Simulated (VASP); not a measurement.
The input files of a VASP run:

File KPOINTS:
```
Automatic mesh
0
Gamma
7 7 7
0 0 0
```

POSCAR:
```
CaSe
1
    0.0000000000     2.9822312893     2.9822312893
    2.9822312893     0.0000000000     2.9822312893
    2.9822312893     2.9822312893     0.0000000000
Ca Se
1 1
Direct
  0.0000000000   0.0000000000   0.0000000000
  0.5000000000   0.5000000000   0.5000000000
```

INCAR:
```
SYSTEM  =  CaSe
PREC  =  Accurate; ENCUT  =  480; LREAL  =  F
LASPH  =  T
EDIFF  =  1E-6; NELM  =  100; ALGO  =  Normal
LMAXMIX  =  4
ISMEAR  =  0; SIGMA  =  0.05
GGA  =  PE
IBRION  =  2; NSW  =  60; ISIF  =  3
EDIFFG  =  -0.01
LWAVE  =  F; LCHARG  =  F
```

POTCAR, in this order: Ca_sv Se (PBE.64 set). Program: vasp_std.

Problem. Translate this PBE calculation to Ansatz.

Solution. One equivalent input (not run):
Ansatz 0.2 input:
```yaml
crystal:
  lattice:
    - [0.0000000, 2.9822313, 2.9822313]
    - [2.9822313, 0.0000000, 2.9822313]
    - [2.9822313, 2.9822313, 0.0000000]
  atoms:
    - { symbol: Ca, position: [0.0000000, 0.0000000, 0.0000000] }
    - { symbol: Se, position: [0.5000000, 0.5000000, 0.5000000] }
kpoints:
  mp_grid: { grid: [7, 7, 7] }
hamiltonian:
  xc: pbe
  pseudopotentials: { kind: paw }
scf:
  occupations: { method: gaussian, width: 0.05 }
  max_iter: 100
relax:
  max_steps: 60
  f_tol: 0.01
  cell: {}
output: { forces: true, stress: true, eigenvalues: true }
```
Limits of the translation: each code has its own PAW files, so the cut-off isn't converted (ENCUT is set for VASP's; basis.ecutwfc is left out, and Ansatz then takes the one that its files recommend); Ansatz stops its SCF on the density residual and VASP on the energy change (EDIFF).

The compound is CaSe in the rock salt structure. It was relaxed first. The start is the result of an earlier pass.
